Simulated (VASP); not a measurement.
Consider the following.

```yaml
crystal:
  lattice:
    - [0.00000, 3.19989, 3.19989]
    - [3.19989, 0.00000, 3.19989]
    - [12.80020, 12.80020, -0.00063]
  atoms:
    - { symbol: K, position: [0.98374, 0.98374, 0.01220] }
    - { symbol: K, position: [0.00000, 0.00000, 0.25000] }
    - { symbol: K, position: [0.01626, 0.01626, 0.48780] }
    - { symbol: K, position: [0.00000, 0.00000, 0.75000] }
    - { symbol: Cl, position: [0.49181, 0.49181, 0.13114] }
    - { symbol: Cl, position: [0.50819, 0.50819, 0.36886] }
    - { symbol: Br, position: [0.50762, 0.50762, 0.61929] }
    - { symbol: Br, position: [0.49238, 0.49238, 0.88071] }
```

All values below come from PBEsol GGA, VASP's PBE PAW potentials (set 64) (plane waves; VASP 6.6.1). Run with 400 eV cut-off, Gaussian smearing of 0.050 eV, potentials K_sv Cl Br.

Task: Estimate the band gap (along the path) with the smallest direct gap where there is one.

Result: 
```yaml
band gap (along the path): 4.45 eV
smallest direct gap (along the path): 4.45 eV
```

The absolute energy has meaning only against runs of the same code, potentials and settings.

The structure was generated: K4Br2Cl2 was put into an ordered model structure (R-3m), which need not be its known phase. It was relaxed first.
